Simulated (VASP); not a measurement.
Energy against volume of CsPbBr₃ (cubic perovskite). Method: r2SCAN+rVV10, VASP's PBE PAW potentials (set 64) (plane waves; VASP 6.6.1). Run with 520 eV cut-off, 4×4×4 Γ-centred mesh, Gaussian smearing of 0.050 eV, potentials Cs_sv Pb_d Br.

```tsv
V (Å³/atom)	E (eV/atom)
39.666	-25.38446
40.893	-25.38798
42.120	-25.38614
43.347	-25.37978
```

Task: Fit these four points and predict the energy of the run at 38.440 Å³/atom.

Result: A cubic in V^(−2/3), the third-order Birch-Murnaghan form, passes through the four points with V0 = 41.05 Å³/atom and B0 = 23 GPa, and gives -25.3746 eV/atom there. The run gave -25.3745 eV/atom, +0.0 meV/atom from the fit; all five points give B0 = 23 GPa.

The compound is CsPbBr3 in the cubic perovskite structure, the ideal cubic form; the compound distorts at low or room temperature. It was relaxed first.
